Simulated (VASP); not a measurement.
Take RbBr (rock salt), without spin-orbit terms, in VASP with PAW potentials, and its band gap. The mesh is coarse and the basis finite, so the quasiparticle values are not converged.

Q: One run gives 4.89 eV. Which level is it?
(A) AM05 (own cell)
(B) G0W0@PBE (starting cell)
(C) LDA (own cell)
(D) r2SCAN (own cell)

A: D, r2SCAN (own cell).  The others give 4.30 (AM05 (own cell)), 6.79 (G0W0@PBE (starting cell)), 4.16 (LDA (own cell)).

Only levels that ran to the end are used. Left out are those held back, those with too coarse a band path, GW runs whose mesh misses a band edge, hybrids' fits of cells that aren't cubic and levels without matching references; a question may draw on a part of the rest.

The compound is RbBr in the rock salt structure.
